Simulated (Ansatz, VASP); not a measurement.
**TiW2C3: VASP beside Ansatz**

File INCAR:

```
SYSTEM = TiW2C3
  PREC = Accurate
  ENCUT = 520
  EDIFF = 1E-7
  ISMEAR = 0
  SIGMA = 0.1
  LREAL = .False.
  LASPH = .True.
  NELM = 150
  ALGO = Normal
  ISIF = 2
  LWAVE = .False.
  LCHARG = .False.
  ISPIN = 2
  MAGMOM = 1 0 0 0 0 0
  LORBIT = 11
  LMAXMIX = 4
  GGA = PE
  NBANDS = 39
```

The input KPOINTS:

```
regular mesh
0
Gamma
  6 6 2
  0 0 0
```

POSCAR

```
TiW2C3
1.0
    3.0542544751      0.0000000000      0.0000000000
   -1.5271272375      2.6450619650      0.0000000000
    0.0000000000      0.0000000000      7.6875090845
Ti W C
1 2 3
Direct
    0.0000000000      0.0000000000      0.0000000000
    0.3333333333      0.6666666667      0.3272247803
    0.6666666667      0.3333333333      0.6727752197
    0.3333333333      0.6666666667      0.8359589286
    0.6666666667      0.3333333333      0.1640410714
    0.0000000000      0.0000000000      0.5000000000
```

Input for Ansatz:

```yaml
crystal:
  lattice:
    - [3.0542544751, 0.0, 0.0]
    - [-1.5271272375, 2.645061965, 0.0]
    - [0.0, 0.0, 7.6875090845]
  atoms:
    - { symbol: Ti, position: [0.0, 0.0, 0.0], spin: 1.0 }
    - { symbol: W, position: [0.3333333333, 0.6666666667, 0.3272247803] }
    - { symbol: W, position: [0.6666666667, 0.3333333333, 0.6727752197] }
    - { symbol: C, position: [0.3333333333, 0.6666666667, 0.8359589286] }
    - { symbol: C, position: [0.6666666667, 0.3333333333, 0.1640410714] }
    - { symbol: C, position: [0.0, 0.0, 0.5] }
basis:
  ecutwfc: 420
kpoints:
  mp_grid: { grid: [6, 6, 2] }
hamiltonian:
  xc: pbe
scf:
  occupations: { method: gaussian, width: 0.1 }
  lower_state_search: "off"
output:
  forces: true
  stress: true
  eigenvalues: true
  populations: true
magnetization:
  spin_polarized: true
```

Alike in both runs: task single point; functional PBE; k mesh 6 × 6 × 2; occupations gaussian, width 0.1 eV; collinear spin.

```csv
,VASP,Ansatz
version,VASP 6.6.1,Ansatz 0.2.0
potentials or method,"VASP PAW PBE potentials, release 64 (Ti_sv, W_sv, C)","scalar-relativistic, plane waves, PAW"
plane-wave cutoff (eV),520,420
valence electrons in the cell,52,52
```

Ansatz gave:

* gap on the k mesh at the Fermi level (eV): none
* pressure (GPa): 0.0
* rms of the force components (eV/Å): 0.003
* net moment per atom (μB): 0.00

Task: Estimate VASP's values.

Result: gap on the k mesh at the Fermi level (eV): none; pressure (GPa): 0.7; rms of the force components (eV/Å): 0.005; net moment per atom (μB): 0.00.

Atom by atom the forces differ by 0.006 eV/Å (rms over components). A gap of «none» marks a metal or a gap that the smearing closes. Ansatz warned: «seeded_moment_not_kept».

Caveats: the k mesh is coarse (spacing up to 0.41 Å⁻¹), so the values aren't converged. Spin-orbit coupling is left out, which matters for the levels of W.
